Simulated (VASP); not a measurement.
The input files of a VASP run:

**POSCAR**
```
Al2Cu
1
   -3.0115414200     3.0115414200     2.3874385447
    3.0115414200    -3.0115414200     2.3874385447
    3.0115414200     3.0115414200    -2.3874385447
Al Cu
4 2
Direct
  0.6581036239   0.1581036239   0.8162072476
  0.1581036239   0.3418963761   0.5000000000
  0.8418963761   0.6581036239   0.5000000000
  0.3418963761   0.8418963761   0.1837927524
  0.7500000000   0.7500000000   0.0000000000
  0.2500000000   0.2500000000   0.0000000000
```

INCAR:
```
SYSTEM = Al2Cu
PREC = Accurate
ENCUT = 400
EDIFF = 1E-8
NELM = 100
ALGO = Normal
LREAL = .FALSE.
LASPH = .TRUE.
ISMEAR = 1
SIGMA = 0.1
GGA = PS
LMAXMIX = 4
LWAVE = .FALSE.
LCHARG = .FALSE.
IBRION = 1
ISIF = 2
NSW = 30
EDIFFG = -0.001
```

**KPOINTS**
```
Automatic
0
G
 7 7 7
```

POTCAR, in this order: Al Cu (PBE.64 set). Program: vasp_std.

Q: Translate this PBEsol calculation to Ansatz.

A: One equivalent input (not run):
Ansatz 0.2 input:
```yaml
crystal:
  lattice:
    - [-3.0115414, 3.0115414, 2.3874385]
    - [3.0115414, -3.0115414, 2.3874385]
    - [3.0115414, 3.0115414, -2.3874385]
  atoms:
    - { symbol: Al, position: [0.6581036, 0.1581036, 0.8162072] }
    - { symbol: Al, position: [0.1581036, 0.3418964, 0.5000000] }
    - { symbol: Al, position: [0.8418964, 0.6581036, 0.5000000] }
    - { symbol: Al, position: [0.3418964, 0.8418964, 0.1837928] }
    - { symbol: Cu, position: [0.7500000, 0.7500000, 0.0000000] }
    - { symbol: Cu, position: [0.2500000, 0.2500000, 0.0000000] }
kpoints:
  mp_grid: { grid: [7, 7, 7] }
hamiltonian:
  xc: pbesol
  pseudopotentials: { kind: paw }
scf:
  occupations: { method: methfessel_paxton, width: 0.1 }
  max_iter: 100
relax:
  max_steps: 30
  f_tol: 0.001
output: { forces: true, stress: true, eigenvalues: true }
```
The two are equivalent in intent, not identical: each code has its own PAW files, so the cut-off isn't converted (ENCUT is set for VASP's; basis.ecutwfc is left out, and Ansatz then takes the one that its files recommend); Ansatz stops its SCF on the density residual and VASP on the energy change (EDIFF).

The compound is Al2Cu in the sg140 structure. This run relaxes the ions in a fixed cell. Symmetry was kept, so distortions that lower it aren't found. The start is the result of an earlier pass.
